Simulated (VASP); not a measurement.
Wanted: the native input for a VASP 6.6.1 run.

| Property | Result |
| --- | --- |
| Task | single point |
| Functional | PBE |
| Potentials or basis | VASP PAW PBE potentials, release 64 (Hf_pv, Pd, Se, Br, O) |
| Cutoff | 520 eV |
| k mesh | 6 × 6 × 3 |
| Occupations | fermi-dirac, width 0.05 eV |
| Spin | no spin polarisation |
| Further INCAR settings | ALGO = Normal; EDIFF = 1e-07; NBANDS = 53 |

The structure of Hf2Pd2Se2Br2O3 lies in POSCAR:

```
Hf2Pd2Se2Br2O3
1.0
    5.7589900000      0.0000000000      0.0000000000
   -2.8794900000      4.9874300000      0.0000000000
    0.0000000000      0.0000000000      8.5254700000
Hf Pd Se Br O
2 2 2 2 3
Direct
    0.3315620000      0.6700980000      0.5378170000
    0.6593640000      0.3283960000      0.5392050000
    0.3289270000      0.6575990000      0.1265540000
    0.6656880000      0.3307270000      0.1298140000
    0.3308130000      0.6569910000      0.8575580000
    0.6755670000      0.3345480000      0.8526650000
   -0.0035660000     -0.0015890000      0.1400430000
    0.0003410000     -0.0091100000      0.6528720000
    0.4990610000      0.0058210000      0.4353570000
    0.0007000000      0.5044980000      0.4262630000
    0.5013210000      0.5064860000      0.4286700000
```

The cell was built by a generator and needn't be a form met in nature.

The cell isn't the ideal one: atoms moved at random, drawn with an rms of 0.05 Å.

The input as run:

INCAR

```
SYSTEM = Hf2Pd2Se2Br2O3
PREC = Accurate
ENCUT = 520
EDIFF = 1E-7
ISMEAR = -1
SIGMA = 0.05
LREAL = .False.
LASPH = .True.
NELM = 80
ALGO = Normal
ISIF = 2
LWAVE = .False.
LCHARG = .False.
GGA = PE
NBANDS = 53
KPAR = 4
```

KPOINTS

```
Automatic mesh
0
Gamma
  6 6 3
  0 0 0
```

Potentials or basis: VASP PAW PBE potentials, release 64 (Hf_pv, Pd, Se, Br, O).

Launch:

```sh
$ cat potpaw_PBE.64/Hf_pv/POTCAR potpaw_PBE.64/Pd/POTCAR potpaw_PBE.64/Se/POTCAR potpaw_PBE.64/Br/POTCAR potpaw_PBE.64/O/POTCAR > POTCAR
$ mpirun -np 4 vasp_std > vasp.out
```

It gave:

```json
{"Pressure": "0.7 GPa", "Largest force": "2.538 eV/Å", "Band gap on the k mesh": "none (metal or under the smearing width)"}
```

Run time: 12 min on 4 MPI ranks on AMD EPYC 7R13 Processor (Zen 3), on a shared host, peak memory 0.87 GiB a rank.
